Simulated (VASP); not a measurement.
# In11NiAs12 (a cell with a defect) in VASP: a series of runs

The runs below take In11NiAs12 (a cell with a defect) through single point, relaxation of the atoms, with PBEsol+U.

Program: VASP 6.6.1. These are calculated values, not measurements. Logs are shortened: lines on timing, memory, paths and dates and some standing lists are left out, and cuts for length are marked.

## 1. The crystal as given

The cell holds a defect, 24 atoms: a = 12.851 Å, b = 8.567 Å, c = 8.567 Å, α = 60.00°, β = 60.00°, γ = 60.00°.

## 2. Single point, PBEsol+U, collinear spin, ferromagnetic start

INCAR reads:

```
SYSTEM = In11NiAs12
ALGO = Normal ; EDIFF = 1E-5
ENCUT = 350 ; GGA = PS
ISIF = 2 ; ISMEAR = 0
ISPIN = 2 ; KPAR = 2
LASPH = .True. ; LCHARG = .False.
LDAU = .True. ; LDAUJ = 0 0 0
LDAUL = 2 -1 -1 ; LDAUPRINT = 1
LDAUTYPE = 2 ; LDAUU = 5 0 0
LMAXMIX = 4 ; LORBIT = 11
LREAL = Auto ; LWAVE = .False.
MAGMOM = 3 0 0 0 0 0 0 0 0 0 0 0 0 0 0 0 0 0 0 0 0 0 0 0 ; NBANDS = 128
NELM = 120 ; PREC = Accurate
SIGMA = 0.03
```

KPOINTS reads:

```
k-points
0
Gamma
  2 2 2
  0 0 0
```

POSCAR reads:

```
In11NiAs12
1.0
    0.0000000000      9.0870000000      9.0870000000
    6.0580000000      0.0000000000      6.0580000000
    6.0580000000      6.0580000000      0.0000000000
Ni In As
1 11 12
Direct
    0.0000000000      0.0000000000      0.0000000000
    0.0000000000      0.0000000000      0.5000000000
    0.0000000000      0.5000000000      0.0000000000
    0.0000000000      0.5000000000      0.5000000000
    0.3333330000      0.0000000000      0.0000000000
    0.3333330000      0.0000000000      0.5000000000
    0.3333330000      0.5000000000      0.0000000000
    0.3333330000      0.5000000000      0.5000000000
    0.6666670000      0.0000000000      0.0000000000
    0.6666670000      0.0000000000      0.5000000000
    0.6666670000      0.5000000000      0.0000000000
    0.6666670000      0.5000000000      0.5000000000
    0.0833333333      0.1250000000      0.1250000000
    0.0833333333      0.1250000000      0.6250000000
    0.0833333333      0.6250000000      0.1250000000
    0.0833333333      0.6250000000      0.6250000000
    0.4166663333      0.1250000000      0.1250000000
    0.4166663333      0.1250000000      0.6250000000
    0.4166663333      0.6250000000      0.1250000000
    0.4166663333      0.6250000000      0.6250000000
    0.7500003333      0.1250000000      0.1250000000
    0.7500003333      0.1250000000      0.6250000000
    0.7500003333      0.6250000000      0.1250000000
    0.7500003333      0.6250000000      0.6250000000
```

Potentials or basis: VASP PAW PBE potentials, release 64 (Ni, In_d, As).

Command:

```bash
$ cat potpaw_PBE.64/Ni/POTCAR potpaw_PBE.64/In_d/POTCAR potpaw_PBE.64/As/POTCAR > POTCAR
$ mpirun -np 4 vasp_std > vasp.out
```

OUTCAR:

```text
SYSTEM = In11NiAs12
   EDIFF = 1E-5
   ENCUT = 350
   GGA = PS
   ISIF = 2
   ISMEAR = 0
   ISPIN = 2
   LASPH = .True.
   LORBIT = 11
   LREAL = Auto
   NELM = 120
   PREC = Accurate

 ion  position               nearest neighbor table
   1  0.000  0.000  0.000-  21 2.62  13 2.62  15 2.62  14 2.62
   2  0.000  0.000  0.500-  22 2.62  14 2.62  16 2.62  13 2.62
   3  0.000  0.500  0.000-  23 2.62  15 2.62  16 2.62  13 2.62
   4  0.000  0.500  0.500-  24 2.62  16 2.62  14 2.62  15 2.62
   5  0.333  0.000  0.000-  13 2.62  17 2.62  18 2.62  19 2.62
   6  0.333  0.000  0.500-  14 2.62  18 2.62  17 2.62  20 2.62
[... 16 lines left out ...]
  23  0.750  0.625  0.125-   3 2.62  11 2.62   9 2.62  12 2.62
  24  0.750  0.625  0.625-   4 2.62  12 2.62  11 2.62  10 2.62

  LATTYP: Found a face centered orthorhombic cell.
 ALAT       =     8.5673057609
 B/A-ratio  =     1.7320508076
 C/A-ratio  =     2.4494897428

  Lattice vectors:

 A1 = (   0.0000000000,   9.0870000000,   9.0870000000)
 A2 = (  -6.0580000000,   3.0290000000,   9.0870000000)
 A3 = (   6.0580000000,  -0.0000000000,   6.0580000000)

Analysis of symmetry for initial positions (statically):
=====================================================================
 Subroutine PRICEL returns:
 Original cell was already a primitive cell.

 Routine SETGRP: Setting up the symmetry group for a
 face centered orthorhombic supercell.

 Subroutine GETGRP returns: Found  2 space group operations
 (whereof  2 operations were pure point group operations)
 out of a pool of  8 trial point group operations.

The static configuration has the point symmetry C_1h.

Analysis of symmetry for dynamics (positions and initial velocities):
=====================================================================
 Subroutine PRICEL returns:
 Original cell was already a primitive cell.

 Routine SETGRP: Setting up the symmetry group for a
 face centered orthorhombic supercell.

 Subroutine GETGRP returns: Found  2 space group operations
 (whereof  2 operations were pure point group operations)
 out of a pool of  8 trial point group operations.

The dynamic configuration has the point symmetry C_1h.

Analysis of structural, dynamic, and magnetic symmetry:
=====================================================================
 Subroutine PRICEL returns:
 Original cell was already a primitive cell.

 Routine SETGRP: Setting up the symmetry group for a
 face centered orthorhombic supercell.

 Subroutine GETGRP returns: Found  2 space group operations
 (whereof  2 operations were pure point group operations)
 out of a pool of  8 trial point group operations.

The overall configuration has the point symmetry C_1h.

 Subroutine INISYM returns: Found  2 space group operations
 (whereof  2 operations are pure point group operations),
 and found     1 'primitive' translations

----------------------------------------------------------------------------------------

                                     Primitive cell

  volume of cell :     666.9742

  direct lattice vectors                    reciprocal lattice vectors
     0.000000000  9.087000000  9.087000000    -0.055023660  0.055023660  0.055023660
     6.058000000  0.000000000  6.058000000     0.082535490 -0.082535490  0.082535490
     6.058000000  6.058000000  0.000000000     0.082535490  0.082535490 -0.082535490

  length of vectors
    12.850958641  8.567305761  8.567305761     0.095303775  0.142955663  0.142955663

  position of ions in fractional coordinates (direct lattice)
     0.000000000  0.000000000  0.000000000
     0.000000000  0.000000000  0.500000000
     0.000000000  0.500000000  0.000000000
[... 129 lines left out ...]
   J (eV)           for each species LDAUJ =   0.0  0.0  0.0
   GGA     = PS    functional components
   LHFCALC =     F    Hartree Fock is set to
   AEXX    =    0.0000 exact exchange contribution
   IVDW    =     0    specifies the selected vdW correction
   LEPSILON=     F    determine dielectric tensor
   LRPA    =     F    only Hartree local field effects (RPA)
 spin polarized calculation
 Gauss-broadening in eV      SIGMA  =   0.03
  energy-cutoff  :      350.00
  volume of cell :      666.97
 maximum number of plane-waves:      9958
 NGX is ok and might be reduce to    80
   NGX = 39   NGY = 27   NGZ = 27

atom =   1  type =  1  l = 2

 onsite density matrix

spin component  1

  0.9564 -0.0018  0.0007  0.0027 -0.0000
 -0.0018  0.9549  0.0004 -0.0018 -0.0007
  0.0007  0.0004  0.9535 -0.0003 -0.0001
  0.0027 -0.0018 -0.0003  0.9564 -0.0006
 -0.0000 -0.0007 -0.0001 -0.0006  0.9536

spin component  2

  0.5507 -0.0265 -0.0128  0.0053 -0.0015
 -0.0265  0.5701 -0.0031 -0.0265  0.0055
 -0.0128 -0.0031  0.9471  0.0077 -0.0004
  0.0053 -0.0265  0.0077  0.5507  0.0103
 -0.0015  0.0055 -0.0004  0.0103  0.9475

 occupancies and eigenvectors

  o =  0.5246  v =  0.0000  0.0000  0.0000  0.0000  0.0000  0.5443  0.6380  0.0113  0.5443 -0.0196      0.0000  0.0000  0.0000  0.0000  0.0000  0.0000  0.0000  0.0000  0.0000  0.0000
  o =  0.5447  v =  0.0000  0.0000  0.0000  0.0000  0.0000 -0.7065 -0.0000 -0.0360  0.7065 -0.0208      0.0000  0.0000  0.0000  0.0000  0.0000  0.0000  0.0000  0.0000  0.0000  0.0000
  o =  0.6012  v =  0.0000  0.0000  0.0000  0.0000  0.0000  0.4513 -0.7699 -0.0004  0.4513  0.0006      0.0000  0.0000  0.0000  0.0000  0.0000  0.0000  0.0000  0.0000  0.0000  0.0000
  o =  0.9476  v =  0.0000  0.0000  0.0000  0.0000  0.0000 -0.0294 -0.0000  0.8653  0.0294  0.4996      0.0000  0.0000  0.0000  0.0000  0.0000  0.0000  0.0000  0.0000  0.0000  0.0000
  o =  0.9479  v =  0.0000  0.0000  0.0000  0.0000  0.0000  0.0120  0.0150 -0.4999  0.0120  0.8658      0.0000  0.0000  0.0000  0.0000  0.0000  0.0000  0.0000  0.0000  0.0000  0.0000
  o =  0.9527  v =  0.2193  0.6252 -0.3581  0.2193  0.6203  0.0000  0.0000  0.0000  0.0000  0.0000      0.0000  0.0000  0.0000  0.0000  0.0000  0.0000  0.0000  0.0000  0.0000  0.0000
  o =  0.9528  v = -0.4695 -0.0000  0.6475  0.4695  0.3739  0.0000  0.0000  0.0000  0.0000  0.0000      0.0000  0.0000  0.0000  0.0000  0.0000  0.0000  0.0000  0.0000  0.0000  0.0000
  o =  0.9543  v =  0.5287  0.0000  0.5751 -0.5287  0.3320  0.0000  0.0000  0.0000  0.0000  0.0000      0.0000  0.0000  0.0000  0.0000  0.0000  0.0000  0.0000  0.0000  0.0000  0.0000
  o =  0.9546  v = -0.2055 -0.6550 -0.3488 -0.2055  0.6041  0.0000  0.0000  0.0000  0.0000  0.0000      0.0000  0.0000  0.0000  0.0000  0.0000  0.0000  0.0000  0.0000  0.0000  0.0000
  o =  0.9603  v = -0.6401  0.4244 -0.0107 -0.6401  0.0186  0.0000  0.0000  0.0000  0.0000  0.0000      0.0000  0.0000  0.0000  0.0000  0.0000  0.0000  0.0000  0.0000  0.0000  0.0000

 number of electron     212.9999978 magnetization       1.8723099

 Free energy of the ion-electron system (eV)
  ---------------------------------------------------
  ext. energy  EPLUGINS =         0.00000000
  ---------------------------------------------------
  free energy    TOTEN  =       -98.87595918 eV

  energy without entropy =      -98.87142843  energy(sigma->0) =      -98.87369380

 E-fermi :   3.9285     XC(G=0):  -9.2029

 val. band max:        3.9280927463   @ k =   0.0000   0.0000   0.0000
 cond. band min:       3.9316233012   @ k =   0.0000   0.5000   0.5000
 fundamental gap:      0.0035305549
 Fermi energy:         3.9284847714

 spin component 1

 k-point     1 :       0.0000    0.0000    0.0000
  band No.  band energies     occupation
      1     -10.4261      1.00000
      2     -10.4225      1.00000
      3     -10.4169      1.00000
      4     -10.3913      1.00000
      5     -10.3872      1.00000
      6     -10.3776      1.00000
[... 715 lines left out ...]
    117       6.8268      0.00000
    118       7.2436      0.00000
 Fermi energy:         3.9284847714

 spin component 2

 k-point     1 :       0.0000    0.0000    0.0000
  band No.  band energies     occupation
      1     -10.4245      1.00000
      2     -10.4211      1.00000
      3     -10.4153      1.00000
      4     -10.3912      1.00000
      5     -10.3862      1.00000
      6     -10.3765      1.00000
[... 715 lines left out ...]
    117       6.8678      0.00000
    118       7.3053      0.00000
 [bands above 118 left out]

------------------------ aborting loop because EDIFF is reached ----------------------------------------

  FORCE on cell =-STRESS in cart. coord.  units (eV):
  Direction    XX          YY          ZZ          XY          YZ          ZX
  --------------------------------------------------------------------------------------
  -------------------------------------------------------------------------------------
  Total       -2.2579406     -2.0962957     -2.0962957      0.7163643     -0.5873669      0.7163600
  in kB       -5.4239296     -5.0356329     -5.0356329      1.7208201     -1.4109481      1.7208097
  external PRESSURE =      -5.1650651 kB  Pullay stress =       0.0000000 kB

 VOLUME and BASIS-vectors are now :
 -----------------------------------------------------------------------------
  energy-cutoff  :      350.00
  volume of cell :      666.97
      direct lattice vectors                 reciprocal lattice vectors
     0.000000000  9.087000000  9.087000000    -0.055023660  0.055023660  0.055023660
     6.058000000  0.000000000  6.058000000     0.082535490 -0.082535490  0.082535490
     6.058000000  6.058000000  0.000000000     0.082535490  0.082535490 -0.082535490

 POSITION                                       TOTAL-FORCE (eV/Angst)
 -----------------------------------------------------------------------------------
      0.00000      0.00000      0.00000         0.033536     -0.027343     -0.027343
      3.02900      3.02900      0.00000         0.017807     -0.022970      0.048878
      3.02900      0.00000      3.02900         0.017807      0.048878     -0.022970
      6.05800      3.02900      3.02900        -0.039935     -0.029741     -0.029741
      0.00000      3.02900      3.02900         0.042268     -0.050870     -0.050870
      3.02900      6.05800      3.02900         0.057323     -0.048571     -0.057392
[... 16 lines left out ...]
      4.54350      7.57250     10.60150        -0.011800     -0.011315      0.020788
      7.57250     10.60150     10.60150         0.015142      0.019202      0.019202
 -----------------------------------------------------------------------------------
    total drift:                               -0.019129     -0.001053     -0.001054

  FREE ENERGIE OF THE ION-ELECTRON SYSTEM (eV)
  ---------------------------------------------------
  free  energy   TOTEN  =       -98.8759591758 eV

  energy  without entropy=      -98.8714284256  energy(sigma->0) =      -98.87369380

 total charge

# of ion       s       p       d       tot
------------------------------------------
    1        0.372   0.243   8.320   8.935
    2        0.848   0.734   9.884  11.466
    3        0.848   0.734   9.884  11.466
    4        0.847   0.734   9.884  11.465
    5        0.847   0.736   9.885  11.469
    6        0.844   0.737   9.885  11.467
[... 16 lines left out ...]
   23        1.218   1.566   0.021   2.806
   24        1.218   1.567   0.021   2.806
--------------------------------------------------
tot         24.349  26.875 117.318 168.542

 magnetization (x)

# of ion       s       p       d       tot
------------------------------------------
    1        0.007   0.039   1.209   1.255
    2        0.001   0.003   0.001   0.005
    3        0.001   0.003   0.001   0.005
    4        0.001   0.003   0.000   0.004
    5        0.000   0.008   0.001   0.010
    6        0.002   0.003   0.001   0.006
[... 16 lines left out ...]
   23        0.001  -0.005  -0.000  -0.004
   24        0.001  -0.006  -0.000  -0.005
--------------------------------------------------
tot          0.053   0.280   1.215   1.548
```

Wall time 13 min (4 MPI ranks of Intel Xeon 6975P-C (Granite Rapids), shared host); peak memory 0.57 GiB.

Results:

```yaml
Free_energy: -98.8760 eV
Pressure: -0.5 GPa
Largest_force: 1.354 eV/Å
Band_gap_on_the_k_mesh: none (metal or under the smearing width)
Net_moment: 1.87 μB per cell
Site_moments: Ni +1.25; In +0.01, +0.00; As +0.06, +0.05, -0.01, +0.02, +0.00, +0.08, -0.00 μB
Valence_electrons_inside_the_program's_atomic_spheres: Ni 8.94; In 11.47, 11.46; As 2.76, 2.80, 2.81
```

Forces in eV/Å, atoms in the order of the input:
```
Ni   0.034 -0.027 -0.027
In   0.018 -0.023  0.049
In   0.018  0.049 -0.023
In  -0.040 -0.030 -0.030
In   0.042 -0.051 -0.051
In   0.057 -0.049 -0.057
In   0.057 -0.057 -0.049
In  -0.002 -0.007 -0.007
In   0.031  0.082  0.082
In  -0.070 -0.040  0.064
In  -0.070  0.064 -0.040
In  -0.012  0.004  0.004
As  -0.808 -0.768 -0.768
As   0.746  0.804 -0.737
As   0.746 -0.737  0.804
As   0.011 -0.002 -0.002
As  -0.020  0.013  0.013
As   0.014  0.002 -0.015
As   0.014 -0.015  0.002
As  -0.004  0.013  0.013
As  -0.754  0.746  0.746
As  -0.012  0.021 -0.011
As  -0.012 -0.011  0.021
As   0.015  0.019  0.019
```

Stress tensor (GPa, compression positive):
```
-0.54  0.17  0.17
 0.17 -0.50 -0.14
 0.17 -0.14 -0.50
```

Eigenvalues of the final occupation matrices:
| site | spin | trace | eigenvalues |
| --- | --- | --- | --- |
| site 1 d | 1 | 4.77 | 0.95 0.95 0.95 0.95 0.96 |
| site 1 d | 2 | 3.57 | 0.52 0.54 0.60 0.95 0.95 |

Caveat: the k mesh is coarse (spacing up to 0.45 Å⁻¹), so the values aren't converged; the PAW data sets were made with another functional, which shifts forces and pressure a little; the U is typed as a test and isn't derived for this compound. The state reached can hang on the start; a lower one may exist.

## 3. Single point, PBEsol+U, collinear spin, ferromagnetic start

Edit INCAR of step 2 so:

```diff
@@ -11,3 +11,3 @@
 LREAL = Auto ; LWAVE = .False.
-MAGMOM = 3 0 0 0 0 0 0 0 0 0 0 0 0 0 0 0 0 0 0 0 0 0 0 0 ; NBANDS = 128
+MAGMOM = 1 0 0 0 0 0 0 0 0 0 0 0 0 0 0 0 0 0 0 0 0 0 0 0 ; NBANDS = 128
 NELM = 120 ; PREC = Accurate
```

KPOINTS is that of step 2.

POSCAR is that of step 2.

Potentials or basis: VASP PAW PBE potentials, release 64 (Ni, In_d, As).

Command:

```bash
$ cat potpaw_PBE.64/Ni/POTCAR potpaw_PBE.64/In_d/POTCAR potpaw_PBE.64/As/POTCAR > POTCAR
$ mpirun -np 4 vasp_std > vasp.out
```

Run time: 6.3 min. Hardware: 4 MPI ranks of Intel Xeon 6975P-C (Granite Rapids), shared host; peak memory 0.56 GiB.

The run converged. Its results:

* Free energy: -99.3277 eV
* Pressure: -0.4 GPa
* Largest force: 1.154 eV/Å
* Band gap on the k mesh: none (metal or under the smearing width)
* Net moment: 1.73 μB per cell
* Site moments: Ni +1.18; In +0.01, +0.00; As +0.07, -0.01, +0.01, +0.00 μB
* Valence electrons inside the program's atomic spheres: Ni 8.96; In 11.46, 11.47; As 2.75, 2.80, 2.81, 2.77

Forces in eV/Å, atoms in the order of the input:
```
Ni  -0.015  0.017  0.017
In   0.017 -0.053  0.013
In   0.017  0.013 -0.053
In  -0.012 -0.034 -0.034
In   0.087 -0.077 -0.077
In   0.062 -0.099 -0.036
In   0.062 -0.036 -0.099
In  -0.044  0.001  0.001
In   0.181  0.106  0.106
In  -0.130 -0.186  0.131
In  -0.130  0.131 -0.186
In  -0.034  0.015  0.015
As  -0.659 -0.611 -0.611
As   0.610  0.704 -0.614
As   0.610 -0.614  0.704
As   0.022 -0.003 -0.003
As  -0.089  0.012  0.012
As   0.060  0.038 -0.046
As   0.060 -0.046  0.038
As  -0.007  0.008  0.008
As  -0.660  0.670  0.670
As  -0.014  0.033 -0.008
As  -0.014 -0.008  0.033
As   0.022  0.021  0.021
```

Stress tensor (GPa, compression positive):
```
-0.45  0.07  0.07
 0.07 -0.42 -0.03
 0.07 -0.03 -0.42
```

Levels at points of the mesh, in eV from the Fermi level:
Spin up:
| k point | band 105 | band 106 | band 107 | band 108 | band 109 | band 110 | band 111 | band 112 |
| --- | --- | --- | --- | --- | --- | --- | --- | --- |
| (0.00, 0.00, 0.00) | -0.28 | 0.01 | 0.33 | 0.36 | 0.37 | 1.10 | 1.18 | 1.21 |
| (0.50, 0.00, 0.00) | -0.08 | -0.08 | 0.18 | 0.19 | 1.08 | 1.17 | 1.37 | 1.54 |
| (0.00, 0.50, 0.00) | -0.41 | -0.41 | -0.05 | -0.03 | 1.32 | 1.59 | 2.35 | 2.38 |
| (0.50, 0.00, 0.50) | -0.81 | -0.51 | -0.47 | -0.15 | 2.35 | 2.36 | 2.43 | 2.45 |
| (0.00, 0.50, 0.50) | -0.85 | -0.37 | -0.36 | -0.02 | 1.79 | 1.94 | 2.37 | 2.43 |
| (0.50, 0.50, 0.50) | -0.57 | -0.51 | -0.25 | -0.18 | 1.92 | 2.03 | 2.37 | 2.49 |
Spin down:
| k point | band 102 | band 103 | band 104 | band 105 | band 106 | band 107 | band 108 | band 109 | band 110 | band 111 |
| --- | --- | --- | --- | --- | --- | --- | --- | --- | --- | --- |
| (0.00, 0.00, 0.00) | -0.57 | -0.15 | -0.15 | 0.03 | 0.12 | 0.61 | 0.61 | 1.12 | 1.19 | 1.21 |
| (0.50, 0.00, 0.00) | -0.56 | -0.55 | -0.08 | -0.08 | 0.50 | 0.51 | 1.06 | 1.18 | 1.33 | 1.56 |
| (0.00, 0.50, 0.00) | -0.72 | -0.64 | -0.41 | -0.38 | -0.20 | 0.26 | 1.33 | 1.61 | 2.17 | 2.36 |
| (0.50, 0.00, 0.50) | -0.90 | -0.84 | -0.78 | -0.55 | -0.48 | 0.18 | 2.03 | 2.36 | 2.37 | 2.46 |
| (0.00, 0.50, 0.50) | -0.84 | -0.77 | -0.74 | -0.38 | -0.33 | 0.27 | 1.72 | 1.96 | 2.21 | 2.38 |
| (0.50, 0.50, 0.50) | -0.82 | -0.69 | -0.55 | -0.48 | -0.47 | 0.17 | 1.81 | 2.04 | 2.27 | 2.38 |

Eigenvalues of the final occupation matrices:
```csv
site,spin,trace,eigenvalues
site 1 d,1,4.75,0.94 0.94 0.95 0.95 0.96
site 1 d,2,3.61,0.07 0.82 0.83 0.95 0.95
```

Caveat: the k mesh is coarse (spacing up to 0.45 Å⁻¹), so the values aren't converged; the PAW data sets were made with another functional, which shifts forces and pressure a little; the U is typed as a test and isn't derived for this compound. The state reached can hang on the start; a lower one may exist.

(Continued in part 2 of 2.)
